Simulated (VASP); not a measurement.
# G0W0 gap of C (Diamond) against strain, part 3 of 4

How does the quasiparticle gap of C (Diamond) follow strain, and does the starting functional get the slope right? The cell has space group Fd-3m. The start is a cell from a database of measured crystal structures.

VASP 6.6.1, plane waves and PAW; the level of theory is named at each step.

So far, quasiparticle gap on the mesh (eV): step 4 (G0W0) 5.37. Also gap on the k-mesh (eV): step 3 (empty bands) 4.13; step 5 (ground state of a strained cell, scale 0.94) 4.26.

## Step 7: G0W0, scale 0.94

This step: G0W0 on PBE; plane waves and PAW (C_GW) (VASP 6.6.1).

G0W0 on the strained cell, with unchanged settings.

The input, INCAR:

```
SYSTEM = C
PREC = Accurate
ENCUT = 440
ISMEAR = 0
SIGMA = 0.01
LREAL = .FALSE.
GGA = PE
NBANDS = 48
ALGO = EVGW0
NELMGW = 1
ENCUTGW = 150
NOMEGA = 48
PRECFOCK = Fast
NBANDSGW = 16
LWAVE = .FALSE.
LCHARG = .FALSE.
```

The input, POSCAR:

```
C
1.0
    0.0000000000      1.7469644787      1.7469644787
    1.7469644787      0.0000000000      1.7469644787
    1.7469644787      1.7469644787      0.0000000000
C
2
Direct
    0.7500000000      0.7500000000      0.7500000000
    0.5000000000      0.5000000000      0.5000000000
```

The input, KPOINTS:

```
Automatic mesh
0
Gamma
8 8 8
0 0 0
```

The projector-augmented-wave data sets are C_GW (PBE family, release 64).

The run is started by

```sh
$ mpirun -np 8 vasp_std
```

The log of the run:

```text
[banner, memory and clock lines left out]
running    8 mpi-ranks, on    1 nodes
[...]
[... a notice as in an earlier step ...]

 [... a notice as in an earlier step ...]

 LDA part: xc-table for (Slater+PW92), standard interpolation
 found WAVECAR, reading the header
 POSCAR, INCAR and KPOINTS ok, starting setup
[...]
reading WAVECAR
 the WAVECAR file was read successfully
 initial charge from wavefunction
 available memory per node:     49.02 GB, setting MAXMEM to     50201

 The Fermi energy was updated, please check that it is located mid-gap
 values below the HOMO (VB) or above the LUMO (CB) will cause erroneous energies
 E-fermi :  12.8222

 calculate exact exchange contribution
 the WAVEDER file was read successfully
energies w=
    0.000    0.000    1.275    0.000    2.545    0.000    3.804    0.000
    5.050    0.000    6.277    0.000    7.484    0.000    8.670    0.000
    9.834    0.000   10.976    0.000   12.098    0.000   13.202    0.000
[...]
total number of BLAS operations        241.47 Gflops
NQ=  25    0.5000    0.3750    0.1250,
|.........|.........|.........|.........|.........|.........|.........|.........
 performed      15468000 updates of chi_q(r,r)
 total number of BLAS operations        255.04 Gflops
NQ=  26   -0.3750    0.3750    0.1250,
|.........|.........|.........|.........|.........|.........|.........|.........
 performed      16434000 updates of chi_q(r,r)
 total number of BLAS operations        270.70 Gflops
NQ=  27   -0.2500    0.3750    0.1250,
|.........|.........|.........|.........|.........|.........|.........|.........
 performed      17216000 updates of chi_q(r,r)
 total number of BLAS operations        282.27 Gflops
NQ=  28   -0.3750    0.5000    0.1250,
|.........|.........|.........|.........|.........|.........|.........|.........
 performed      17821000 updates of chi_q(r,r)
 total number of BLAS operations        290.82 Gflops
NQ=  29   -0.2500    0.5000    0.2500,
|.........|.........|.........|.........|.........|.........|.........|.........
 performed      18240000 updates of chi_q(r,r)
 total number of BLAS operations        297.32 Gflops
 resolving degeneracies of screened two electron integrals

 calculate QP shifts <psi_nk| G(iteration)W_0 |psi_nk>: iteration 1
 entering main loop
```

Run time: 40 s. Hardware: 8 MPI ranks of Intel Xeon 6975P-C (Granite Rapids), shared host; peak memory 1.2 GiB.

Parts of OUTCAR (step 7):

```text
 QP shifts <psi_nk| G(iteration)W_0 |psi_nk>: iteration 1
 for sc-GW calculations column KS-energies equals QP-energies in previous step
 and V_xc(KS)=  KS-energies - (<T + V_ion + V_H > + <T+V_H+V_ion>^1  + <V_x>^1)
 k-point   1 :       0.0000    0.0000    0.0000
  band No.  KS-energies  QP-energies   sigma(KS)   V_xc(KS)     V^pw_x(r,r')   Z            occupation Imag(sigma)
      1     -11.6429     -13.2941     -17.1582     -14.9807     -25.8264       0.7583       2.0000       1.4845
      2      10.6932      10.1885     -17.6375     -17.0306     -19.3981       0.8317       2.0000       0.0731
      3      10.6932      10.1885     -17.6375     -17.0306     -19.3981       0.8317       2.0000       0.0731
      4      10.6932      10.1885     -17.6375     -17.0306     -19.3981       0.8317       2.0000       0.0731
      5      16.4437      17.6614     -14.2594     -15.7296      -9.5616       0.8282       0.0000      -0.1014
      6      16.4437      17.6614     -14.2594     -15.7296      -9.5616       0.8282       0.0000      -0.1014
      7      16.4437      17.6614     -14.2594     -15.7296      -9.5616       0.8282       0.0000      -0.1014
      8      25.4481      26.5995     -14.9635     -16.4482      -7.6191       0.7755       0.0000      -0.2779
    ...

[... 2 parts as in an earlier step ...]

[... 1 further part left out ...]
[key lines of the parts left out:]
E-fermi :  12.8222
```

The gap is now 5.511 eV, +146 meV against the unstrained cell.

## Step 8: Ground state of a strained cell, scale 0.97

This step: PBE; plane waves and PAW (C_GW) (VASP 6.6.1).

The volume is scaled by 0.97, at the same cutoff, mesh and band count, and the chain is run again.

The input, INCAR:

```
SYSTEM = C
PREC = Accurate
ENCUT = 440
EDIFF = 1E-08
NELM = 100
ISMEAR = 0
SIGMA = 0.01
LREAL = .FALSE.
ALGO = Normal
GGA = PE
NBANDS = 10
LORBIT = 11
LWAVE = .TRUE.
LCHARG = .FALSE.
KPAR = 8
```

The input, POSCAR:

```
C
1.0
    0.0000000000      1.7653549299      1.7653549299
    1.7653549299      0.0000000000      1.7653549299
    1.7653549299      1.7653549299      0.0000000000
C
2
Direct
    0.7500000000      0.7500000000      0.7500000000
    0.5000000000      0.5000000000      0.5000000000
```

KPOINTS is that of step 7.

The run is started by

```sh
$ mpirun -np 8 vasp_std
```

The log of the run:

```text
[... set-up lines as in an earlier step ...]
 entering main loop
       N       E                     dE             d eps       ncg     rms          rms(c)
DAV:   1     0.128238395197E+02    0.12824E+02   -0.45431E+03   604   0.694E+02
DAV:   2    -0.183237389264E+02   -0.31148E+02   -0.29946E+02   736   0.195E+02
DAV:   3    -0.188571607691E+02   -0.53342E+00   -0.53125E+00   736   0.203E+01
DAV:   4    -0.188585155094E+02   -0.13547E-02   -0.13546E-02   666   0.105E+00
[...]
DAV:  11    -0.181440777650E+02   -0.29359E-06   -0.37321E-07   766   0.633E-03    0.390E-04
DAV:  12    -0.181440778417E+02   -0.76688E-07   -0.61736E-09   604   0.984E-04    0.281E-05
DAV:  13    -0.181440778440E+02   -0.22831E-08   -0.52548E-11   350   0.939E-05
   1 F= -.18144078E+02 E0= -.18144078E+02  d E =-.528055E-33
 writing wavefunctions
```

Wall time 1.2 s (8 MPI ranks); peak memory 0.82 GiB; 3.7 s of CPU time.

Parts of OUTCAR (step 8):

```text
  Total        0.6745822      0.6745822      0.6745822      0.0000000      0.0000000     -0.0000000
  in kB       98.2243900     98.2243900     98.2243900      0.0000000      0.0000000     -0.0000000
  external PRESSURE =      98.2243900 kB  Pullay stress =       0.0000000 kB

 POSITION                                       TOTAL-FORCE (eV/Angst)
 -----------------------------------------------------------------------------------
      2.64803      2.64803      2.64803         0.000000      0.000000      0.000000
      1.76535      1.76535      1.76535        -0.000000     -0.000000     -0.000000
 -----------------------------------------------------------------------------------
    total drift:                                0.000000     -0.000000      0.000000

  FREE ENERGIE OF THE ION-ELECTRON SYSTEM (eV)
  ---------------------------------------------------
  free  energy   TOTEN  =       -18.1440778440 eV

  energy  without entropy=      -18.1440778440  energy(sigma->0) =      -18.14407784

[... 1 part as in an earlier step ...]

[... 2 further parts left out ...]
[key lines of the parts left out:]
E-fermi :  10.2894
```

The run ends at a pressure of 9.82 GPa.

## Step 9: Empty bands, scale 0.97

The empty bands are made again, for the run that follows.

The input, INCAR:

```
SYSTEM = C
PREC = Accurate
ENCUT = 440
ISMEAR = 0
SIGMA = 0.01
LREAL = .FALSE.
GGA = PE
NBANDS = 48
ALGO = Exact
NELM = 1
LWAVE = .TRUE.
LCHARG = .FALSE.
LOPTICS = .TRUE.
NEDOS = 1000
CSHIFT = 0.1
```

POSCAR is that of step 8.

KPOINTS is that of step 8.

The run is started by

```sh
$ mpirun -np 8 vasp_std
```

The log of the run:

```text
[... set-up lines as in an earlier step ...]
 entering main loop
       N       E                     dE             d eps       ncg     rms          rms(c)
DIA:   1    -0.181440778424E+02   -0.18144E+02    0.00000E+00     0   0.000E+00
   1 F= -.18144078E+02 E0= -.18144078E+02  d E =-.313777-102
 writing wavefunctions
 optical routines
 imaginary and real dielectric function
 recalculating local potential from charge density
 direction            1
 direction            2
 direction            3
```

Elapsed: 1.8 s, on 8 MPI ranks; peak memory 0.82 GiB; 7.6 s of CPU time.

From OUTCAR (step 9):

```text
  Total        0.6745829      0.6745829      0.6745829     -0.0000000     -0.0000000     -0.0000000
  in kB       98.2244945     98.2244945     98.2244945     -0.0000000     -0.0000000     -0.0000000
  external PRESSURE =      98.2244945 kB  Pullay stress =       0.0000000 kB

 POSITION                                       TOTAL-FORCE (eV/Angst)
 -----------------------------------------------------------------------------------
      2.64803      2.64803      2.64803        -0.000000     -0.000000      0.000000
      1.76535      1.76535      1.76535         0.000000      0.000000      0.000000
 -----------------------------------------------------------------------------------
    total drift:                                0.000000     -0.000000      0.000000

  FREE ENERGIE OF THE ION-ELECTRON SYSTEM (eV)
  ---------------------------------------------------
  free  energy   TOTEN  =       -18.1440778424 eV

  energy  without entropy=      -18.1440778424  energy(sigma->0) =      -18.14407784

[... 2 parts as in an earlier step ...]

[... 1 further part left out ...]
[key lines of the parts left out:]
E-fermi :  10.3582
```

## Step 10: G0W0, scale 0.97

This step: G0W0 on PBE; plane waves and PAW (C_GW) (VASP 6.6.1).

The input, INCAR:

```
SYSTEM = C
PREC = Accurate
ENCUT = 440
ISMEAR = 0
SIGMA = 0.01
LREAL = .FALSE.
GGA = PE
NBANDS = 48
ALGO = EVGW0
NELMGW = 1
ENCUTGW = 150
NOMEGA = 48
PRECFOCK = Fast
NBANDSGW = 16
LWAVE = .FALSE.
LCHARG = .FALSE.
```

POSCAR is that of step 9.

KPOINTS is that of step 9.

The run is started by

```sh
$ mpirun -np 8 vasp_std
```

The log of the run:

```text
[banner, memory and clock lines left out]
running    8 mpi-ranks, on    1 nodes
[...]
[... a notice as in an earlier step ...]

 [... a notice as in an earlier step ...]

 LDA part: xc-table for (Slater+PW92), standard interpolation
 found WAVECAR, reading the header
 POSCAR, INCAR and KPOINTS ok, starting setup
[...]
reading WAVECAR
 the WAVECAR file was read successfully
 initial charge from wavefunction
 available memory per node:     48.53 GB, setting MAXMEM to     49698

 The Fermi energy was updated, please check that it is located mid-gap
 values below the HOMO (VB) or above the LUMO (CB) will cause erroneous energies
 E-fermi :  12.3087

 calculate exact exchange contribution
 the WAVEDER file was read successfully
energies w=
    0.000    0.000    1.250    0.000    2.495    0.000    3.729    0.000
    4.950    0.000    6.153    0.000    7.337    0.000    8.499    0.000
    9.640    0.000   10.760    0.000   11.860    0.000   12.942    0.000
[...]
total number of BLAS operations        253.96 Gflops
NQ=  25    0.5000    0.3750    0.1250,
|.........|.........|.........|.........|.........|.........|.........|.........
 performed      15468000 updates of chi_q(r,r)
 total number of BLAS operations        267.53 Gflops
NQ=  26   -0.3750    0.3750    0.1250,
|.........|.........|.........|.........|.........|.........|.........|.........
 performed      16434000 updates of chi_q(r,r)
 total number of BLAS operations        283.89 Gflops
NQ=  27   -0.2500    0.3750    0.1250,
|.........|.........|.........|.........|.........|.........|.........|.........
 performed      17216000 updates of chi_q(r,r)
 total number of BLAS operations        297.72 Gflops
NQ=  28   -0.3750    0.5000    0.1250,
|.........|.........|.........|.........|.........|.........|.........|.........
 performed      17821000 updates of chi_q(r,r)
 total number of BLAS operations        306.27 Gflops
NQ=  29   -0.2500    0.5000    0.2500,
|.........|.........|.........|.........|.........|.........|.........|.........
 performed      18240000 updates of chi_q(r,r)
 total number of BLAS operations        312.77 Gflops
 resolving degeneracies of screened two electron integrals

 calculate QP shifts <psi_nk| G(iteration)W_0 |psi_nk>: iteration 1
 entering main loop
```

The job ended after 49 s (8 MPI ranks; peak memory 1.3 GiB).

From OUTCAR (step 10):

```text
 QP shifts <psi_nk| G(iteration)W_0 |psi_nk>: iteration 1
 for sc-GW calculations column KS-energies equals QP-energies in previous step
 and V_xc(KS)=  KS-energies - (<T + V_ion + V_H > + <T+V_H+V_ion>^1  + <V_x>^1)
 k-point   1 :       0.0000    0.0000    0.0000
  band No.  KS-energies  QP-energies   sigma(KS)   V_xc(KS)     V^pw_x(r,r')   Z            occupation Imag(sigma)
      1     -11.6785     -13.3027     -17.0229     -14.8760     -25.6215       0.7565       2.0000       1.4746
      2      10.2080       9.7109     -17.5099     -16.9105     -19.2466       0.8295       2.0000       0.0724
      3      10.2080       9.7109     -17.5099     -16.9105     -19.2466       0.8295       2.0000       0.0724
      4      10.2080       9.7109     -17.5099     -16.9105     -19.2466       0.8295       2.0000       0.0724
      5      15.8850      17.0893     -14.1644     -15.6226      -9.4706       0.8259       0.0000      -0.1013
      6      15.8850      17.0893     -14.1644     -15.6226      -9.4706       0.8259       0.0000      -0.1013
      7      15.8850      17.0893     -14.1644     -15.6226      -9.4706       0.8259       0.0000      -0.1013
      8      24.2322      25.3761     -14.9410     -16.4188      -7.7181       0.7741       0.0000      -0.2612
    ...

[... 2 parts as in an earlier step ...]

[... 1 further part left out ...]
[key lines of the parts left out:]
E-fermi :  12.3087
```

The gap is now 5.441 eV, +76 meV against the unstrained cell.

## Step 11: Ground state of a strained cell, scale 1.03

This step: PBE; plane waves and PAW (C_GW) (VASP 6.6.1).

The volume is scaled by 1.03, at the same cutoff, mesh and band count, and the chain is run again.

The input, INCAR:

```
SYSTEM = C
PREC = Accurate
ENCUT = 440
EDIFF = 1E-08
NELM = 100
ISMEAR = 0
SIGMA = 0.01
LREAL = .FALSE.
ALGO = Normal
GGA = PE
NBANDS = 10
LORBIT = 11
LWAVE = .TRUE.
LCHARG = .FALSE.
KPAR = 8
```

The input, POSCAR:

```
C
1.0
    0.0000000000      1.8010282771      1.8010282771
    1.8010282771      0.0000000000      1.8010282771
    1.8010282771      1.8010282771      0.0000000000
C
2
Direct
    0.7500000000      0.7500000000      0.7500000000
    0.5000000000      0.5000000000      0.5000000000
```

KPOINTS is that of step 10.

The run is started by

```sh
$ mpirun -np 8 vasp_std
```

The log of the run:

```text
[... set-up lines as in an earlier step ...]
 entering main loop
       N       E                     dE             d eps       ncg     rms          rms(c)
DAV:   1     0.109124102671E+02    0.10912E+02   -0.45110E+03   588   0.701E+02
DAV:   2    -0.182897443032E+02   -0.29202E+02   -0.27756E+02   802   0.189E+02
DAV:   3    -0.187509986195E+02   -0.46125E+00   -0.46028E+00   710   0.185E+01
DAV:   4    -0.187522685132E+02   -0.12699E-02   -0.12698E-02   672   0.112E+00
[...]
DAV:  11    -0.181563079354E+02   -0.23594E-06   -0.31324E-07   760   0.574E-03    0.395E-04
DAV:  12    -0.181563080175E+02   -0.82119E-07   -0.71649E-09   594   0.105E-03    0.284E-05
DAV:  13    -0.181563080197E+02   -0.21929E-08   -0.46135E-11   346   0.845E-05
   1 F= -.18156308E+02 E0= -.18156308E+02  d E =-.127739E-16
 writing wavefunctions
```

Elapsed: 1.2 s, on 8 MPI ranks; peak memory 0.8 GiB; 3.7 s of CPU time.

OUTCAR, selected parts (step 11):

```text
  Total       -1.1687676     -1.1687676     -1.1687676      0.0000000     -0.0000000     -0.0000000
  in kB     -160.2681287   -160.2681287   -160.2681287      0.0000000     -0.0000000     -0.0000000
  external PRESSURE =    -160.2681287 kB  Pullay stress =       0.0000000 kB

 POSITION                                       TOTAL-FORCE (eV/Angst)
 -----------------------------------------------------------------------------------
      2.70154      2.70154      2.70154         0.000000      0.000000     -0.000000
      1.80103      1.80103      1.80103        -0.000000     -0.000000      0.000000
 -----------------------------------------------------------------------------------
    total drift:                                0.000000     -0.000000      0.000000

  FREE ENERGIE OF THE ION-ELECTRON SYSTEM (eV)
  ---------------------------------------------------
  free  energy   TOTEN  =       -18.1563080197 eV

  energy  without entropy=      -18.1563080197  energy(sigma->0) =      -18.15630802

[... 1 part as in an earlier step ...]

[... 2 further parts left out ...]
[key lines of the parts left out:]
E-fermi :   9.3917
```

The run ends at a pressure of -16.03 GPa.

## Step 12: Empty bands, scale 1.03

The empty bands are made again, for the run that follows.

The input, INCAR:

```
SYSTEM = C
PREC = Accurate
ENCUT = 440
ISMEAR = 0
SIGMA = 0.01
LREAL = .FALSE.
GGA = PE
NBANDS = 48
ALGO = Exact
NELM = 1
LWAVE = .TRUE.
LCHARG = .FALSE.
LOPTICS = .TRUE.
NEDOS = 1000
CSHIFT = 0.1
```

POSCAR is that of step 11.

KPOINTS is that of step 11.

The run is started by

```sh
$ mpirun -np 8 vasp_std
```

The log of the run:

```text
[... set-up lines as in an earlier step ...]
 entering main loop
       N       E                     dE             d eps       ncg     rms          rms(c)
DIA:   1    -0.181563080181E+02   -0.18156E+02    0.00000E+00     0   0.000E+00
   1 F= -.18156308E+02 E0= -.18156308E+02  d E =-.521816E-83
 writing wavefunctions
 optical routines
 imaginary and real dielectric function
 recalculating local potential from charge density
 direction            1
 direction            2
 direction            3
```

The job ended after 2 s (8 MPI ranks; peak memory 0.82 GiB).

From OUTCAR (step 12):

```text
  Total       -1.1687662     -1.1687662     -1.1687662     -0.0000000     -0.0000000      0.0000000
  in kB     -160.2679333   -160.2679333   -160.2679333     -0.0000000     -0.0000000      0.0000000
  external PRESSURE =    -160.2679333 kB  Pullay stress =       0.0000000 kB

 POSITION                                       TOTAL-FORCE (eV/Angst)
 -----------------------------------------------------------------------------------
      2.70154      2.70154      2.70154        -0.000000     -0.000000     -0.000000
      1.80103      1.80103      1.80103         0.000000      0.000000      0.000000
 -----------------------------------------------------------------------------------
    total drift:                                0.000000     -0.000000      0.000000

  FREE ENERGIE OF THE ION-ELECTRON SYSTEM (eV)
  ---------------------------------------------------
  free  energy   TOTEN  =       -18.1563080181 eV

  energy  without entropy=      -18.1563080181  energy(sigma->0) =      -18.15630802

[... 2 parts as in an earlier step ...]

[... 1 further part left out ...]
[key lines of the parts left out:]
E-fermi :   9.4729
```

[end of part 3 of 4]

[Lines on the potential files, build, host, timing and source positions are cut from VASP's logs without a mark.]

[Logs are printed without paths, hosts, clocks, repeated set-up lines and the standing remarks that a program may print on its own settings, such as how far it seeks lower states.]

[Hosts, paths, dates, database ids (printed as entryN), source tags and the programs' standing remarks are cut or masked in the printed files.]

[Pressures printed for these runs are not shown converged in the cutoff: they can be off by several GPa and have the wrong sign.]

[In band tables of VASP the shares of atoms and orbitals are scaled to a sum of 1 inside the atoms' spheres.]
